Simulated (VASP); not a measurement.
The system is Hf2Pt.

```
Hf Pt
1.0
     3.56523    0.00000    0.00000
     0.00000    3.56523    0.00000
     0.00000    0.00000    4.83579
Hf Pt
2 1
Cartesian
  1.7826 1.7826 0.0000
  0.0000 0.0000 0.0000
  0.0000 0.0000 2.4179
```

The cell was built by a generator and needn't be a form met in nature.

```yaml
Program: VASP 6.6.1
Task: relaxation of cell and atoms
Functional: PBEsol
Potentials_or_basis: VASP PAW PBE potentials, release 64 (Hf_pv, Pt)
Cutoff: 600 eV
k_mesh: 8 × 8 × 6
Occupations: methfessel-paxton, width 0.2 eV
Spin: no spin polarisation
```

At the start: pressure 20.4 GPa; volume 20.49 Å³/atom.

Q: Where does the relaxation end?

A: Over 13 steps the energy falls by 280.3 meV/atom and the volume is 24.75 Å³/atom (+20.8 %); space group P4/mmm (No. 123, to 0.05 Å).

Step by step:
```tsv
step	energy change (eV)	largest force (eV/Å)	pressure (GPa)	volume (Å³)
1	0.0000	0.0000	20.39	61.47
2	-0.4232	0.0000	-9.17	87.41
3	-0.8166	0.0000	-1.36	74.79
4	-0.8167	0.0000	-1.10	74.51
5	-0.8162	0.0000	1.92	73.38
6	-0.8407	0.0000	0.26	73.95
7	-0.8407	0.0000	0.29	73.94
8	-0.8410	0.0000	-0.04	74.29
9	-0.8410	0.0000	0.00	74.24
10	-0.8410	0.0000	0.02	74.22
11	-0.8410	0.0000	0.04	74.23
12	-0.8410	0.0000	-0.01	74.24
13	-0.8410	0.0000	0.00	74.24
```

Final structure:
```
CELL_PARAMETERS angstrom
3.89975 0.00000 0.00000
0.00000 3.89975 0.00000
0.00000 0.00000 4.88140
ATOMIC_POSITIONS crystal
Hf 0.50000 0.50000 0.00000
Hf 0.00000 0.00000 0.00000
Pt 0.00000 0.00000 0.50000
```

Caveat: the volume moved by over 15 % at a fixed basis, so the end points are rough; the PAW data sets were made with another functional, which shifts forces and pressure a little.
